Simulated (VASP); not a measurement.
Data:

```xyz
2
Lattice="0.0000 2.3229 2.3229 2.3229 0.0000 2.3229 2.3229 2.3229 0.0000" Properties=species:S:1:pos:R:3 pbc="T T T"
Zr     0.0000     0.0000     0.0000
C      2.3229     2.3229     2.3229
```

The numbers are results of PBE GGA, VASP's PBE PAW potentials (set 64) (plane waves; VASP 6.6.1), not measurements. Settings: 620 eV cut-off, 14×14×14 Γ-centred mesh, first-order Methfessel-Paxton smearing of 0.10 eV, potentials Zr_sv C.

Energy and stress use the plane-wave basis of the starting cell.

Q: The ions, cell shape and volume at an external pressure of 20.0 GPa are relaxed. Which structure does the run end with?

A: 
```xyz
2
Lattice="0.0000 2.2953 2.2953 2.2953 0.0000 2.2953 2.2953 2.2953 0.0000" Properties=species:S:1:pos:R:3 pbc="T T T"
Zr     0.0000     0.0000     0.0000
C      2.2953     2.2953     2.2953
```
Space group Fm-3m (225), at a tolerance of 0.03 Å.

Q: How do energy and volume change from the first to the last step?

A: The energy (σ→0) changes by +40.8 meV/atom and the volume by -3.5 %, in 4 ionic steps.

The compound is ZrC in the rock salt structure. This run relaxes it under an external pressure of 20 GPa. Symmetry was kept, so distortions that lower it aren't found.
